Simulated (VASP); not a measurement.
P, 4 atoms in the cell. The cell holds a sheet with vacuum, 4 atoms: a = 3.300 Å, b = 4.600 Å, c = 18.100 Å, α = 90.00°, β = 90.00°, γ = 90.00°. The cell was built by a generator and needn't be a form met in nature.

| Quantity | Value |
| --- | --- |
| Program | VASP 6.6.1 |
| Task | relaxation of cell and atoms |
| Functional | PBEsol |
| Dispersion | D3(BJ) |
| Potentials or basis | VASP PAW PBE potentials, release 64 (P) |
| Cutoff | 600 eV |
| k mesh | 10 × 8 × 1 |
| Occupations | gaussian, width 0.03 eV |
| Spin | no spin polarisation |
| Dipole correction | no |
| Further INCAR settings | ALGO = Normal; EDIFF = 1e-06; IBRION = 2; EDIFFG = -0.005; NSW = 40; ISIF = 3 |

Potentials or basis: VASP PAW PBE potentials, release 64 (P).

Run with:

```console
$ cat potpaw_PBE.64/P/POTCAR > POTCAR
$ mpirun -np 4 vasp_std > vasp.out
```

Hardware: 4 MPI ranks on Intel(R) Xeon(R) Platinum 8488C (Sapphire Rapids), with other jobs on the host.

Task: Estimate the wall time of this run.

Result: It took 4.3 min on 4 MPI ranks on Intel(R) Xeon(R) Platinum 8488C (Sapphire Rapids), on a shared host, peak memory 0.49 GiB a rank. Counts: scf iterations 100, k points 30, ion steps 11.
